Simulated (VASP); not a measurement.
Wanted: the native input for a VASP 6.6.1 run.

```
Task                   : single point
Functional             : PBEsol
Potentials or basis    : VASP PAW PBE potentials, release 64 (Ir, S)
Cutoff                 : 520 eV
k mesh                 : 10 × 10 × 10
Occupations            : gaussian, width 0.05 eV
Spin                   : no spin polarisation
Dipole correction      : no
Further INCAR settings : ALGO = Normal; EDIFF = 1e-06; NBANDS = 14
```

The structure of IrS lies in POSCAR:

```
IrS
1.0
    0.0000000000      2.4391161214      2.4391161214
    2.4391161214      0.0000000000      2.4391161214
    2.4391161214      2.4391161214      0.0000000000
Ir S
1 1
Direct
    0.5000000000      0.5000000000      0.5000000000
    0.0000000000      0.0000000000      0.0000000000
```

The cell comes from a database or a generator and needn't be the stable form of this composition.

The input as run:

INCAR

```
SYSTEM = IrS
PREC     = Accurate       ! precision mode
ENCUT    = 520            ! plane-wave cutoff, eV
EDIFF    = 1E-6           ! SCF threshold, eV
ISMEAR   = 0              ! smearing method
SIGMA    = 0.05           ! smearing width, eV
LREAL    = .FALSE.        ! projectors in reciprocal space
LASPH    = .TRUE.         ! aspherical terms in the spheres
NELM     = 100            ! most SCF steps
ALGO     = Normal         ! electronic algorithm
ISIF     = 2              ! what is computed and relaxed
LWAVE    = .FALSE.        ! write WAVECAR
LCHARG   = .FALSE.        ! write CHGCAR
GGA      = PS             ! functional
NBANDS   = 14             ! bands
```

KPOINTS

```
regular mesh
0
G
  10 10 10
  0 0 0
```

Potentials or basis: VASP PAW PBE potentials, release 64 (Ir, S).

Launch:

```sh
$ cat potpaw_PBE.64/Ir/POTCAR potpaw_PBE.64/S/POTCAR > POTCAR
$ mpirun -np 1 vasp_std > vasp.out
```

Results of the run:

| Item | Value |
| --- | --- |
| Pressure | 1.1 GPa |
| Band gap on the k mesh | none (metal or under the smearing width) |

Caveat: the PAW data sets were made with another functional, which shifts forces and pressure a little.

Run time: 12 s on 1 thread of Intel(R) Xeon(R) Platinum 8559C (Emerald Rapids), with other jobs on the host, peak memory 0.17 GiB.
